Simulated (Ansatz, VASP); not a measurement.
# Si126BC21 (amorphous Si0.85C0.15) in two plane-wave programs, part 2 of 2

Aim: how closely do two programs agree when they are given the same cell, functional and k mesh? Of the first pair: The structure shown is the start of the Ansatz relaxation below; VASP solves that cell, so the two are compared at the walk's first step.

VASP 6.6.1 and Ansatz 0.2.0.

So far. Step 4 (Comparison): The forces differ by 6.9 meV/Å r.m.s., which is 5.2 % of the r.m.s. force of 0.133 eV/Å (both taken over all components).

## 5. Ansatz: relaxation, PBE

Level of this step: Ansatz beside VASP: Kohn-Sham DFT, plane waves, PBE (Ansatz).

This run makes the geometry at which the two programs are then compared.

The structure compared here is the end of the Ansatz relaxation.

input.yaml

```yaml
crystal:
  lattice:
    - [13.5152, 0.0, 0.0]
    - [0.0, 13.5152, 0.0]
    - [0.0, 0.0, 13.5152]
  atoms:
    - { symbol: Si, position: [0.55569, 0.17416, 0.97458] }
    - { symbol: Si, position: [0.17757, 0.98795, 0.31032] }
[... 1 atom line left out ...]
    - { symbol: Si, position: [0.76338, 0.58363, 0.9175] }
[... 5 atom lines left out ...]
    - { symbol: Si, position: [0.52384, 0.37312, 0.89356] }
[... 3 atom lines left out ...]
    - { symbol: Si, position: [0.64496, 0.77389, 0.94797] }
[... 3 atom lines left out ...]
    - { symbol: Si, position: [0.63638, 0.49454, 0.09001] }
    - { symbol: Si, position: [0.88111, 0.61293, 0.78613] }
[... 2 atom lines left out ...]
    - { symbol: Si, position: [0.37738, 0.62058, 0.07564] }
[... 3 atom lines left out ...]
    - { symbol: Si, position: [0.49098, 0.48601, 0.59927] }
[... 7 atom lines left out ...]
    - { symbol: Si, position: [0.23502, 0.35114, 0.87024] }
[... 2 atom lines left out ...]
    - { symbol: Si, position: [0.41763, 0.42582, 0.74534] }
[... 3 atom lines left out ...]
    - { symbol: Si, position: [0.26657, 0.82317, 0.00692] }
    - { symbol: Si, position: [0.77059, 0.61524, 0.09656] }
[... 2 atom lines left out ...]
    - { symbol: Si, position: [0.36905, 0.37563, 0.97509] }
    - { symbol: Si, position: [0.33766, 0.91616, 0.62522] }
[... 1 atom line left out ...]
    - { symbol: Si, position: [0.56903, 0.87159, 0.60667] }
    - { symbol: Si, position: [0.63987, 0.31824, 0.04003] }
[... 3 atom lines left out ...]
    - { symbol: Si, position: [0.53459, 0.63613, 0.9988] }
    - { symbol: Si, position: [0.27603, 0.65574, 0.9446] }
    - { symbol: Si, position: [0.33843, 0.70963, 0.21608] }
[... 3 atom lines left out ...]
    - { symbol: Si, position: [0.60687, 0.59924, 0.80578] }
    - { symbol: Si, position: [0.22022, 0.90518, 0.86602] }
    - { symbol: Si, position: [0.42996, 0.90347, 0.02098] }
[... 3 atom lines left out ...]
    - { symbol: Si, position: [0.28215, 0.6542, 0.55115] }
[... 3 atom lines left out ...]
    - { symbol: Si, position: [0.60339, 0.43586, 0.75467] }
[... 4 atom lines left out ...]
    - { symbol: Si, position: [0.72208, 0.86611, 0.07612] }
[... 3 atom lines left out ...]
    - { symbol: Si, position: [0.47295, 0.82156, 0.16355] }
[... 3 atom lines left out ...]
    - { symbol: Si, position: [0.51763, 0.87045, 0.88066] }
[... 20 atom lines left out ...]
    - { symbol: Si, position: [0.43835, 0.74874, 0.78943] }
[... 6 atom lines left out ...]
    - { symbol: Si, position: [0.46166, 0.65495, 0.58047] }
[... 1 atom line left out ...]
    - { symbol: Si, position: [0.11798, 0.57299, 0.92741] }
[... 1 atom line left out ...]
    - { symbol: Si, position: [0.49177, 0.00142, 0.77414] }
    - { symbol: Si, position: [0.34853, 0.46121, 0.12457] }
    - { symbol: Si, position: [0.78824, 0.81095, 0.85192] }
[... 1 atom line left out ...]
    - { symbol: Si, position: [0.26951, 0.799, 0.73782] }
    - { symbol: Si, position: [0.81643, 0.74031, 0.69142] }
    - { symbol: Si, position: [0.20229, 0.49675, 0.78911] }
    - { symbol: Si, position: [0.47679, 0.22502, 0.81633] }
    - { symbol: Si, position: [0.63846, 0.78865, 0.2054] }
[... 5 atom lines left out ...]
    - { symbol: C, position: [0.67047, 0.65302, 0.19486] }
    - { symbol: C, position: [0.69432, 0.69726, 0.62917] }
    - { symbol: C, position: [0.37447, 0.6011, 0.85133] }
[... 1 atom line left out ...]
    - { symbol: C, position: [0.33692, 0.53073, 0.78748] }
[... 1 atom line left out ...]
    - { symbol: C, position: [0.52555, 0.74609, 0.67516] }
[... 7 atom lines left out ...]
    - { symbol: B, position: [0.48068, 0.63031, 0.86482] }
[... 2 atom lines left out ...]
    - { symbol: C, position: [0.85451, 0.37528, 0.65633] }
[... 2 atom lines left out ...]
    - { symbol: C, position: [0.98358, 0.27751, 0.14804] }
kpoints:
  mp_grid: { grid: [1, 1, 1] }
hamiltonian:
  xc: pbe
  pseudopotentials: { kind: paw, azcp: { folder: soft_1 } }
scf:
  occupations: { method: gaussian, width: 0.025 }
output:
  forces: true
  eigenvalues: true
relax:
  f_tol: 0.05
  max_steps: 90
```

Started as:

```
ansatz run input.yaml --threads 4 --pin off --max-ram 15872MiB --backend cpu --events-out ev --progress --plain --runs-dir out
```

Numbers of over 12 decimals in the logs are rounded to 6 here.

Output:

```text
[...]
Crystal: 148 atoms, lattice volume = 2468.695 Å³
Basis set: ecut = 420 eV, 48489 PW (Γ), exchange–correlation on 192×192×192 points (8 copies of the dense FFT grid, shifted against one another)
Bands: 444, of which v1, the nominal top of the filled ones, is band 296 counted from 1 (295 counted from 0)
Symmetry: 1 space group operations
[...]
k-points: 1
[...]
- { symbol: C, position: [0.366848, 0.601689, 0.853037] }
    - { symbol: C, position: [0.656924, 0.621605, 0.373578] }
    - { symbol: C, position: [0.327947, 0.533195, 0.787051] }
    - { symbol: C, position: [0.626124, 0.478517, 0.240448] }
    - { symbol: C, position: [0.527419, 0.747206, 0.673364] }
[...]
- { symbol: B, position: [0.478935, 0.624254, 0.869644] }
[...]
- { symbol: C, position: [0.853511, 0.374393, 0.656654] }
    - { symbol: C, position: [0.617246, 0.688061, 0.692893] }
    - { symbol: C, position: [0.763607, 0.164872, 0.251688] }
    - { symbol: C, position: [0.983632, 0.277535, 0.148083] }
```

## 6. VASP: single point, PBE, relaxed cell, pair 2

The same cell, functional, mesh and smearing now go to VASP, with its own data sets.

INCAR

```
SYSTEM = Si126BC21
PREC = Accurate
ENCUT = 520
EDIFF = 1E-06
NELM = 120
ISMEAR = 0
SIGMA = 0.025
LREAL = Auto
ALGO = Normal
GGA = PE
NBANDS = 399
LORBIT = 11
LWAVE = .FALSE.
LCHARG = .FALSE.
ISIF = 2
LASPH = .TRUE.
GGA_COMPAT = .FALSE.
```

POSCAR

```
Si126BC21
1.0
   13.5152000000      0.0000000000      0.0000000000
    0.0000000000     13.5152000000      0.0000000000
    0.0000000000      0.0000000000     13.5152000000
Si C B
126 21 1
Direct
    0.5549600000      0.1760500000      0.9730000000
    0.1782500000      0.9885400000      0.3100800000
[... 1 atom line left out ...]
    0.7640500000      0.5829100000      0.9161800000
[... 5 atom lines left out ...]
    0.5224400000      0.3776200000      0.8874900000
[... 3 atom lines left out ...]
    0.6449700000      0.7716200000      0.9503500000
[... 3 atom lines left out ...]
    0.6367300000      0.4946400000      0.0927400000
    0.8815100000      0.6138400000      0.7862000000
[... 2 atom lines left out ...]
    0.3799700000      0.6219500000      0.0770700000
[... 3 atom lines left out ...]
    0.4916000000      0.4848300000      0.6038700000
[... 7 atom lines left out ...]
    0.2334600000      0.3513200000      0.8697200000
[... 2 atom lines left out ...]
    0.4123100000      0.4301100000      0.7502800000
[... 3 atom lines left out ...]
    0.2645200000      0.8238700000      0.0065600000
    0.7717000000      0.6147700000      0.0984300000
[... 2 atom lines left out ...]
    0.3688400000      0.3765800000      0.9730400000
    0.3376000000      0.9168500000      0.6247500000
[... 1 atom line left out ...]
    0.5688800000      0.8723700000      0.6048800000
    0.6387800000      0.3186300000      0.0433100000
[... 3 atom lines left out ...]
    0.5407600000      0.6312300000      0.0080600000
    0.2732700000      0.6563300000      0.9484200000
    0.3357500000      0.7091500000      0.2189500000
[... 3 atom lines left out ...]
    0.6116600000      0.6010600000      0.8046500000
    0.2199500000      0.9063900000      0.8655600000
    0.4292700000      0.9027700000      0.0205100000
[... 3 atom lines left out ...]
    0.2845900000      0.6540000000      0.5493800000
[... 3 atom lines left out ...]
    0.6064800000      0.4390000000      0.7486400000
[... 4 atom lines left out ...]
    0.7222500000      0.8666400000      0.0765900000
[... 3 atom lines left out ...]
    0.4705500000      0.8178500000      0.1621500000
[... 3 atom lines left out ...]
    0.5167200000      0.8656900000      0.8811900000
[... 20 atom lines left out ...]
    0.4365900000      0.7471400000      0.7852700000
[... 6 atom lines left out ...]
    0.4639600000      0.6539900000      0.5806400000
[... 1 atom line left out ...]
    0.1147300000      0.5729800000      0.9298500000
[... 1 atom line left out ...]
    0.4928400000      0.9983800000      0.7750700000
    0.3496700000      0.4614200000      0.1233400000
    0.7878300000      0.8119700000      0.8529500000
[... 1 atom line left out ...]
    0.2703000000      0.8015800000      0.7373000000
    0.8177700000      0.7429200000      0.6919400000
    0.1957600000      0.4963000000      0.7896100000
    0.4757300000      0.2265400000      0.8148600000
    0.6374400000      0.7882600000      0.2050200000
[... 5 atom lines left out ...]
    0.6727300000      0.6533200000      0.1974700000
    0.6971600000      0.6998600000      0.6277700000
    0.3668500000      0.6016900000      0.8530400000
[... 1 atom line left out ...]
    0.3279500000      0.5332000000      0.7870500000
[... 1 atom line left out ...]
    0.5274200000      0.7472100000      0.6733600000
[... 7 atom lines left out ...]
    0.4707300000      0.9688900000      0.6396200000
[... 2 atom lines left out ...]
    0.6172500000      0.6880600000      0.6928900000
[... 2 atom lines left out ...]
    0.4789300000      0.6242500000      0.8696400000
```

KPOINTS

```
Automatic mesh
0
Gamma
1 1 1
0 0 0
```

PAW data sets: Si, C and B (PBE family, release 64).

Started as:

```
export OMP_NUM_THREADS=3
mpirun -np 1 vasp_gam
```

Output:

```text
[... set-up lines as in an earlier step ...]
 entering main loop
       N       E                     dE             d eps       ncg     rms          rms(c)
DAV:   1     0.311284477244E+04    0.31128E+04   -0.27127E+05   798   0.134E+03
DAV:   2    -0.442649646959E+03   -0.35555E+04   -0.33290E+04  1005   0.235E+02
DAV:   3    -0.858682685039E+03   -0.41603E+03   -0.40182E+03   988   0.721E+01
DAV:   4    -0.876118966418E+03   -0.17436E+02   -0.17215E+02   980   0.166E+01
[...]
DAV:  18    -0.832657652782E+03   -0.17011E-05   -0.17574E-05   964   0.618E-03    0.722E-03
DAV:  19    -0.832657654338E+03   -0.15557E-05   -0.78986E-06   916   0.368E-03    0.389E-03
DAV:  20    -0.832657654436E+03   -0.97938E-07   -0.10210E-06   484   0.160E-03
   1 F= -.83265765E+03 E0= -.83265060E+03  d E =-.141047E-01
```

From OUTCAR (step 6):

```text
  Total        6.9120228     39.6746769     38.9183615    -20.8475757    -10.7430348    -11.8093641
  in kB        4.4858869     25.7487737     25.2579268    -13.5300285     -6.9722048     -7.6642500
  external PRESSURE =      18.4975291 kB  Pullay stress =       0.0000000 kB

 POSITION                                       TOTAL-FORCE (eV/Angst)
 -----------------------------------------------------------------------------------
      7.50040      2.37935     13.15029         0.013060     -0.006453     -0.011866
      2.40908     13.36032      4.19079         0.002252      0.000469      0.005111
[...]
1.22002      4.33973      7.56648         0.007619     -0.001471     -0.000638
      9.76135     11.71281      1.03513        -0.003842     -0.010468     -0.002483
     11.01935      1.04121      2.01985         0.012379     -0.005144     -0.003840
      0.67157     12.17138      0.93228        -0.015226      0.008928     -0.009667
      4.27864      1.89361      6.95506        -0.004208      0.001438      0.000840
      6.35958     11.05341      2.19149         0.000368      0.006859     -0.003551
      7.78976      0.38086      0.92133        -0.008839      0.005672      0.001894
      8.23035      4.98778      7.43377        -0.006234      0.006457     -0.005511
      7.29429      9.07329      5.72490        -0.004848      0.003753     -0.000571
      6.98357     11.69997     11.90946        -0.004272     -0.003646     -0.002659
     11.40642      3.15850      4.77492         0.002542      0.007797     -0.001295
[...]
-----------------------------------------------------------------------------------
    total drift:                               -0.003866      0.024777     -0.008509

  FREE ENERGIE OF THE ION-ELECTRON SYSTEM (eV)
  ---------------------------------------------------
  free  energy   TOTEN  =      -832.6576544359 eV

  energy  without entropy=     -832.6435496963  energy(sigma->0) =     -832.65060207

[... 2 parts as in an earlier step ...]

[... 1 further part left out ...]
[key lines of the parts left out:]
E-fermi :   7.0327
```

The run ends at a pressure of 1.85 GPa, with forces up to 0.10 eV/Å.

## 7. Differences

At this near-relaxed geometry the largest component of a force difference is 43 meV/Å.

## 8. Outcome

| Item | Value |
| --- | --- |
| r.m.s. force difference (single point, PBE, start cell, pair 1) | 6.9 meV/Å |
| r.m.s. force difference (single point, PBE, relaxed cell, pair 2) | 7.1 meV/Å |

What this shows: The r.m.s. force difference is 7.1 meV/Å (single point, PBE, relaxed cell, pair 2), within the 12 meV/Å picked in this series as the mark of a large difference. How closely two codes agree says nothing of how well the functional describes the real material.

[Lines on the potential files, build, host, timing and source positions are cut from VASP's logs without a mark.]

[Logs are printed without paths, hosts, clocks, repeated set-up lines and the standing remarks that a program may print on its own settings, such as how far it seeks lower states.]

[Hosts, paths, dates, database ids (printed as entryN), source tags and the programs' standing remarks are cut or masked in the printed files.]
